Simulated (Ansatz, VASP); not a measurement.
# TaN in two plane-wave programs

One calculation is typed for both programs; each brings its own data sets and cutoff. How far apart do they land? The cell is taken from a series of runs on this material, whose earlier steps may have relaxed or scaled it; both programs get it as it stands.

Method: plane waves, with VASP 6.6.1 beside it; single point at LDA, in Ansatz 0.2.0.

### Step 1. The structure

It takes space group Fm-3m (No. 225, cubic). The conventional cell has a = 4.261 Å, b = 4.261 Å, c = 4.261 Å, α = 90.00°, β = 90.00°, γ = 90.00°. Nearest to Ta lie 6 N at 2.13 Å. Nearest to N lie 6 Ta at 2.13 Å. Farther neighbours and most contacts between anions are not listed.

Coordinates:

```cif
data_structure
_symmetry_space_group_name_H-M 'Fm-3m'
_symmetry_Int_Tables_number 225
_cell_length_a 4.2606
_cell_length_b 4.2606
_cell_length_c 4.2606
_cell_angle_alpha 90.000
_cell_angle_beta 90.000
_cell_angle_gamma 90.000
_cell_volume 77.34
loop_
_atom_site_label
_atom_site_type_symbol
_atom_site_symmetry_multiplicity
_atom_site_Wyckoff_symbol
_atom_site_fract_x
_atom_site_fract_y
_atom_site_fract_z
_atom_site_occupancy
Ta1 Ta 4 b 0.50000 0.00000 0.00000 1
N1 N 4 a 0.00000 0.00000 0.00000 1
```

### Step 2. VASP: single point, LDA

With cell and atoms fixed, the geometry can't cause a difference; cores, projectors, grids and the points listed under the comparison can.

Lines of VASP's logs that name or quote its potential files are left out, and so is its time.

File INCAR:

```
SYSTEM = TaN
PREC = Accurate
ENCUT = 520
EDIFF = 1E-06
NELM = 100
ISMEAR = 0
SIGMA = 0.05
LREAL = .FALSE.
ALGO = Normal
GGA = PW92
NBANDS = 14
LASPH = .TRUE.
LORBIT = 11
LWAVE = .FALSE.
LCHARG = .FALSE.
KPAR = 2
ISIF = 2
```

File POSCAR:

```
TaN
1.0
    0.0000000000      2.1303029620      2.1303029620
    2.1303029620      0.0000000000      2.1303029620
    2.1303029620      2.1303029620      0.0000000000
Ta N
1 1
Direct
    0.5000000000      0.5000000000      0.5000000000
    0.0000000000      0.0000000000      0.0000000000
```

File KPOINTS:

```
Automatic mesh
0
Gamma
6 6 6
0 0 0
```

PAW data sets: Ta_pv and N (LDA family, release 64).

On the command line:

```sh
> mpirun -np 2 vasp_std
```

Numbers of over 12 decimals in the logs are rounded to 6 here.

Log:

```text
[banner, memory and clock lines left out]
running    2 mpi-ranks, on    1 nodes
 distrk:  each k-point on    1 cores,    2 groups
 distr:  one band on    1 cores,    1 groups

 POSCAR found type information on POSCAR TaN
 POSCAR found :  2 types and       2 ions
|                                                                             |
|               ----> ADVICE to this user running VASP <----                  |
|                                                                             |
|     You enforced a specific xc type in the INCAR file but a different       |
|     [... a line on the potential file left out ...]
|     I HOPE YOU KNOW WHAT YOU ARE DOING!                                     |
|                                                                             |

 LDA part: xc-table for (Slater(with rela. corr.)+PW92), standard interpolation
 POSCAR, INCAR and KPOINTS ok, starting setup
 FFT: planning ... GRIDC
 FFT: planning ... GRID_SOFT
 FFT: planning ... GRID
 WAVECAR not read
 entering main loop
       N       E                     dE             d eps       ncg     rms          rms(c)
DAV:   1     0.951930238412E+02    0.95193E+02   -0.93604E+03   448   0.126E+03
DAV:   2    -0.237714721609E+02   -0.11896E+03   -0.11191E+03   520   0.321E+02
DAV:   3    -0.269956285813E+02   -0.32242E+01   -0.31736E+01   520   0.475E+01
DAV:   4    -0.270159449762E+02   -0.20316E-01   -0.20312E-01   528   0.357E+00
DAV:   5    -0.270160494048E+02   -0.10443E-03   -0.10443E-03   526   0.263E-01    0.291E+01
DAV:   6    -0.240874051325E+02    0.29286E+01   -0.63133E+00   502   0.283E+01    0.125E+01
DAV:   7    -0.240129909873E+02    0.74414E-01   -0.33439E-01   562   0.511E+00    0.807E+00
DAV:   8    -0.239790993474E+02    0.33892E-01   -0.10932E-01   550   0.281E+00    0.143E+00
DAV:   9    -0.239749310712E+02    0.41683E-02   -0.12490E-02   508   0.917E-01    0.319E-01
DAV:  10    -0.239747706729E+02    0.16040E-03   -0.66870E-04   568   0.312E-01    0.121E-01
DAV:  11    -0.239747299456E+02    0.40727E-04   -0.96287E-05   526   0.963E-02    0.183E-02
DAV:  12    -0.239747293942E+02    0.55138E-06   -0.46601E-06   544   0.194E-02
   1 F= -.23974729E+02 E0= -.23973743E+02  d E =-.197268E-02
```

From OUTCAR (step 2):

```text
ion  position               nearest neighbor table
   1  0.500  0.500  0.500-   2 2.13   2 2.13   2 2.13   2 2.13   2 2.13   2 2.13
   2  0.000  0.000  0.000-   1 2.13   1 2.13   1 2.13   1 2.13   1 2.13   1 2.13

  LATTYP: Found a face centered cubic cell.
 ALAT       =     4.2606059240

 Subroutine GETGRP returns: Found 48 space group operations
 (whereof 48 operations were pure point group operations)

The static configuration has the point symmetry O_h .

 Found     16 irreducible k-points:

   k-points           NKPTS =     16   k-points in BZ     NKDIM =     16   number of bands    NBANDS=     14

   dimension x,y,z NGX =    24 NGY =   24 NGZ =   24
   dimension x,y,z NGXF=    48 NGYF=   48 NGZF=   48

   ENCUT  =  520.0 eV  38.22 Ry    6.18 a.u.   5.60  5.60  5.60*2*pi/ulx,y,z

   NELECT =      16.0000    total number of electrons

 k-points in reciprocal lattice and weights: Automatic mesh
   0.00000000  0.00000000  0.00000000       0.005
   0.16666667  0.00000000  0.00000000       0.037
   0.33333333  0.00000000  0.00000000       0.037
   0.50000000  0.00000000  0.00000000       0.019
   0.16666667  0.16666667  0.00000000       0.028
   0.33333333  0.16666667  0.00000000       0.111
   0.50000000  0.16666667  0.00000000       0.111
  -0.33333333  0.16666667  0.00000000       0.111
  -0.16666667  0.16666667  0.00000000       0.056
[...]
-0.33333333  0.33333333  0.16666667       0.111
  -0.33333333  0.50000000  0.16666667       0.056

 average (electrostatic) potential at core
       1 -33.9225       2 -60.0150

 E-fermi :  10.6067

 k-point     1 :       0.0000    0.0000    0.0000
  band No.  band energies     occupation
    ...
      8       8.1064      2.00000
      9       8.1064      2.00000
     10       8.1064      2.00000
     11      10.5414      1.93553
     12      10.5414      1.93553
     13      13.1407      0.00000
     14      20.0375      0.00000

 k-point     2 :       0.1667    0.0000    0.0000
  band No.  band energies     occupation
    ...
      6       4.7135      2.00000
      7       4.7135      2.00000
      8       9.0749      2.00000
      9       9.0779      2.00000
     10       9.0779      2.00000
     11      12.9997      0.00000
     12      12.9997      0.00000
     13      14.7136      0.00000
     14      22.1291      0.00000

 k-point     3 :       0.3333    0.0000    0.0000
  band No.  band energies     occupation
    ...
      3     -24.9490      2.00000
      4      -6.3021      2.00000
      5       0.9646      2.00000
      6       2.8970      2.00000
      7       2.8970      2.00000
      8      10.6517      0.20359
      9      11.2033      0.00000
     10      11.2033      0.00000
     11      16.3718      0.00000
     12      16.8444      0.00000
    ...

  Total        3.5031413      3.5031413      3.5031413      0.0000000      0.0000000      0.0000000
  in kB      290.2780000    290.2780000    290.2780000      0.0000000      0.0000000      0.0000000
  external PRESSURE =     290.2780000 kB  Pullay stress =       0.0000000 kB

  energy-cutoff  :      520.00
  volume of cell :       19.34
      direct lattice vectors                 reciprocal lattice vectors
     0.000000000  2.130302962  2.130302962    -0.234708400  0.234708400  0.234708400
     2.130302962  0.000000000  2.130302962     0.234708400 -0.234708400  0.234708400
     2.130302962  2.130302962  0.000000000     0.234708400  0.234708400 -0.234708400

 POSITION                                       TOTAL-FORCE (eV/Angst)
 -----------------------------------------------------------------------------------
      2.13030      2.13030      2.13030        -0.000000      0.000000     -0.000000
      0.00000      0.00000      0.00000         0.000000     -0.000000      0.000000
 -----------------------------------------------------------------------------------
    total drift:                                0.000000     -0.000000     -0.000000

  FREE ENERGIE OF THE ION-ELECTRON SYSTEM (eV)
  ---------------------------------------------------
  free  energy   TOTEN  =       -23.9747293942 eV

  energy  without entropy=      -23.9727567152  energy(sigma->0) =      -23.97374305

 total charge
# of ion       s       p       d       tot
------------------------------------------
    1        0.297   6.282   2.623   9.202
    2        1.225   2.593   0.000   3.818
--------------------------------------------------
tot          1.522   8.875   2.623  13.020

[... 3 further parts left out ...]
```

The run ends at a pressure of 29.03 GPa.

### Step 3. Ansatz: single point, LDA

Ansatz runs on its default PAW (the set named soft_2) files.

The same cell, functional (in two slightly different forms), mesh and smearing now go to Ansatz, which takes its cutoff from its data sets.

File input.yaml:

```yaml
crystal:
  lattice:
    - [0.0, 2.130302962, 2.130302962]
    - [2.130302962, 0.0, 2.130302962]
    - [2.130302962, 2.130302962, 0.0]
  atoms:
    - { symbol: Ta, position: [0.5, 0.5, 0.5] }
    - { symbol: "N", position: [0.0, 0.0, 0.0] }
hamiltonian:
  xc: lda
  pseudopotentials: { kind: paw }
kpoints:
  mp_grid: { grid: [6, 6, 6] }
scf:
  occupations: { method: gaussian, width: 0.05 }
  n_extra_bands: 4
output:
  forces: true
  stress: true
  eigenvalues: true
```

On the command line:

```sh
> ansatz run input.yaml --threads 2 --pin off --max-ram 4608MiB --backend cpu --events-out ev --progress --plain --runs-dir out
```

Log:

```text
scf.n_extra_bands = 4 over 9 filled bands (N_el = 18.0): the run solves 13 bands
Engine: ansatz 0.2.0, aarch64-unknown-linux-gnu
Pseudopotentials: kind: paw
Pseudopotential: Ta, paw, valence charge 13, recommended cutoff 420 eV (normal), Ta.paw.azcp
Pseudopotential: N, paw, valence charge 5, recommended cutoff 420 eV (normal), N.paw.azcp
Functional definition: SPW92
  exchange = slater_x
  correlation = pw_c
Crystal: 2 atoms, lattice volume = 19.335 Å³
Basis set: ecut = 420 eV, 339 PW (Γ)
Bands: 13, of which v1, the nominal top of the filled ones, is band 9 counted from 1 (8 counted from 0)
Symmetry: 48 space group operations
Space group: Fm-3m (ITA 225), of the structure as read, at distance tolerance 2.7e-5 Å
k-points: 16 of 216
Non-local potential: Ta, projectors of the file, l = 0: 3, l = 1: 2, l = 2: 2, l = 3: 1
Non-local potential: N, projectors of the file, l = 0: 2, l = 1: 2, l = 2: 1
PAW form: soft (Blöchl's): semilocal exchange-correlation on the pseudo side does not see the compensation charge
PAW frozen core: Ta, regenerated for the run's functional, and the local potential with it (the file was generated under x = pbe(κ = 0.804, μ = 0.219515), c = pbe(β = 0.066725))
PAW frozen core: N, regenerated for the run's functional, and the local potential with it (the file was generated under x = pbe(κ = 0.804, μ = 0.219515), c = pbe(β = 0.066725))
PAW one-centre angular grid: Ta, 590 points (default); XC on 64 Gauss nodes
PAW one-centre angular grid: N, 110 points (default); XC on 64 Gauss nodes
Initial density: superposition of atomic densities (neutral atoms: chi_scale 0, normalization atom), corrected by the library's trained network
Initial wavefunctions: pseudopotential atomic-orbital guess
Functional: x = slater, c = lda
SCF iter   1: F=—  HF=-10058.547961 eV  |F-HF|=—  |Δ(HF+E_count)|=         —  Δρ=1.15e-2  dr2=2.68e-2  ethr=1.77e-3  ⟨swp⟩=6.1  Hψ=1113  notcnv=0
preconditioner: auto → none  [insulator: Δε(μ)=0.107 eV  Ē_g=11.852 eV  σ=0.050 eV  W_gap=0.76  n_scr=8 (ndim 8)  ℏωp=26.7 eV  f_vac=0.000  D(μ)=1.58/eV (n_scr^D=14)  ε∞_Penn≈6.1]
SCF iter   2: F=—  HF=-10058.541990 eV  |F-HF|=—  |Δ(HF+E_count)|=   5.97e-3  Δρ=4.09e-3  dr2=2.79e-3  ethr=1.49e-4  ⟨swp⟩=1.9  Hψ=358  notcnv=0  defer=1
SCF iter   3: F=—  HF=-10058.541314 eV  |F-HF|=—  |Δ(HF+E_count)|=   6.76e-4  Δρ=7.71e-4  dr2=4.82e-5  ethr=1.55e-5  ⟨swp⟩=2.1  Hψ=266  notcnv=0  defer=1
SCF iter   4: F=—  HF=-10058.541303 eV  |F-HF|=—  |Δ(HF+E_count)|=   1.13e-5  Δρ=6.93e-5  dr2=5.08e-7  ethr=2.68e-7  ⟨swp⟩=1.9  Hψ=256  notcnv=0  defer=1
iter 5 did not close the SCF: its close was put off for the readings that it lacked (scf_convergence_deferred on its scf_iter line)
SCF iter   5: F=-10058.541303 eV  HF=-10058.541303 eV  |F-HF|=1.94e-9  |Δ(HF+E_count)|=   4.46e-8  Δρ=1.17e-5  dr2=5.50e-9  ethr=2.82e-9  ⟨swp⟩=2.2  Hψ=330  notcnv=0  defer=1
SCF iter   6: F=-10058.541303 eV  HF=-10058.541303 eV  |F-HF|=6.37e-11  |Δ(HF+E_count)|=   2.95e-9  Δρ=1.15e-6  dr2=8.86e-11  ethr=3.06e-11  ⟨swp⟩=2.1  Hψ=700  notcnv=0
SCF 1 converged in 6 iterations: F = -10058.541303 eV  dr2 = 8.86e-11
  greatest PAW one-centre occupation: 1.000 electrons in one spin orbital (limit 2), on the Ta atom at site 0 (counted from 0), in its partial waves of l = 0
SCF converged after 6 iterations
Free energy (F): -10058.541303 eV
Harris-Foulkes:  -10058.541303 eV  (|F-HF|=6.37e-11)
Internal energy: -10058.539102 eV  (E = F + TS)
E sigma→0 (E₀):  -10058.540202 eV
Entropy (-TS):   -0.002201 eV (-1.101 meV/atom)
Fermi energy:    23.701676 eV
--- Per-component energies (eV) ---
  E_band       = -12.289471
  E_kinetic    = 508.714865
  E_local      = -525.372503  (includes V_loc(G=0)·N_el)
  E_nonlocal   = 68.665271
  E_hartree    = 180.593316
  E_xc         = -280.271728
  E_vxc        = -285.164160  (∫ρ·V_xc dr)
  E_paw        = -8268.745859  (= ΣΔE_a)
  E_vpaw       = -140.319999  (= ΣTr[D̂ρ^β])
  E_aug_tail   = 0.000267  (compensation charges beyond the density's cutoff)
  E_ewald      = -1742.461678
  E_core_change = 0.338947  (= ΣΔE_core)
  E_smearing   = -0.002201  (= −TS)
  E_closure    = 0.000000  (closes the sum)
  Σ components = -10058.541303   (vs F -10058.541303, Δ=0.00e0)
--- Forces (eV/Å), atoms counted from 1 ---
  atom   1  Ta     0.00000000    -0.00000000     0.00000000
  atom   2  N     -0.00000000     0.00000000    -0.00000000
  max |Σ_I F_I| component: 3.66e-29 eV/Å
--- Stress (GPa, compression-positive) ---
       26.839472      -0.000000       0.000000
       -0.000000      26.839472       0.000000
       -0.000000       0.000000      26.839472
  P = ⅓ Tr σ = 26.8395 GPa (268.395 kbar)
--- Band table (eV; the first three rows and the last of 16) ---
  k-point 0: bands = [... 5 lower, 19.5947, 19.5947, 19.5947, 21.2157, 21.2157, 21.2157, 23.6599, 23.6599]
  k-point 1: bands = [... 5 lower, 17.1313, 17.8144, 17.8144, 22.1740, 22.1857, 22.1857, 26.0967, 26.0967]
  k-point 2: bands = [... 5 lower, 14.0563, 15.9936, 15.9936, 23.7381, 24.3053, 24.3053, 29.4070, 29.9259]
  k-point 15: bands = [... 5 lower, 16.2924, 16.6481, 16.6551, 21.4026, 25.4451, 27.7393, 27.8879, 29.3678]
```

The run ends at a pressure of 26.84 GPa.

### Step 4. Differences

Known differences besides the PAW data sets themselves: the data sets hold 18 valence electrons in Ansatz (default PAW (the set named soft_2) files) and 16 in VASP; the cutoff is 420 eV in Ansatz and 520 eV in VASP; Ansatz makes its cores anew for this functional, VASP keeps those of its LDA data sets. Total energies have different zeros and are not compared.

Both answers:

```tsv
quantity	Ansatz	VASP	difference
pressure (GPa)	26.84	29.03	-2.19
```

Ansatz's pressure holds a Pulay correction of 0.67 GPa; VASP's holds none.

### Step 5. What moves the difference

The difference is large enough to ask for its cause, so further runs change the set-up of one program at a time, as the table lists.

```tsv
run	difference in pressure (GPa)
as above	-2.2
VASP with GGA = CA, the Perdew-Zunger form of LDA	-2.7
VASP with the data sets Ta_pv and N_h, a cutoff of 1210 eV and GGA = CA, the Perdew-Zunger form of LDA	-2.6
```

### Step 6. Summary of results

| Quantity | Value |
| --- | --- |
| difference in pressure (single point, LDA) | -2.2 GPa |

The difference in pressure is -2.2 GPa (single point, LDA), beyond the 1 GPa picked in this series as the mark of a large difference. For single point, LDA: no further run halves the difference in pressure. How closely two codes agree says nothing of how well the functional describes the real material.

[Lines on the potential files, build, host, timing and source positions are cut from VASP's logs without a mark.]

[Logs are printed without paths, hosts, clocks, repeated set-up lines and the standing remarks that a program may print on its own settings, such as how far it seeks lower states.]

[Hosts, paths, dates, database ids (printed as entryN), source tags and the programs' standing remarks are cut or masked in the printed files.]
